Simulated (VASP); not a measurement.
All values below come from LDA (Ceperley-Alder, Perdew-Zunger), VASP's LDA PAW potentials (set 64) (plane waves; VASP).

VASP ran on this input.

### INCAR
```
SYSTEM  =  Cr
PREC  =  Accurate; ENCUT  =  520; LREAL  =  .False.
LASPH  =  .True.
EDIFF  =  1E-6; NELM  =  100; ALGO  =  Normal
LMAXMIX  =  4
ISMEAR  =  1; SIGMA  =  0.1
MAGMOM  =  1.5 -1.5
ISPIN  =  2
IBRION  =  2; NSW  =  60; ISIF  =  3
EDIFFG  =  -0.01
LWAVE  =  .False.; LCHARG  =  .False.; LORBIT  =  10
```

File POSCAR:
```
Cr
1
    2.8800000000     0.0000000000     0.0000000000
    0.0000000000     2.8800000000     0.0000000000
    0.0000000000     0.0000000000     2.8800000000
Cr
2
Direct
  0.0000000000   0.0000000000   0.0000000000
  0.5000000000   0.5000000000   0.5000000000
```

File KPOINTS:
```
Regular mesh
0
Gamma
 11 11 11
```

POTCAR, in this order: Cr_pv (LDA.64 set). Program: vasp_std.

Problem. What will the output report for the number of irreducible k-points (NKPTS), largest plane-wave count, number of space-group operations, FFT grid (NGX, NGY, NGZ)?

Solution. 
```
Item                                           Value
--------------------------------------  ------------
number of irreducible k-points (NKPTS)            56
largest plane-wave count                         659
number of space-group operations                  48
FFT grid (NGX, NGY, NGZ)                24 × 24 × 24
```

The compound is Cr in the bcc, AFM order structure. This run relaxes it. Symmetry was kept, so distortions that lower it aren't found.
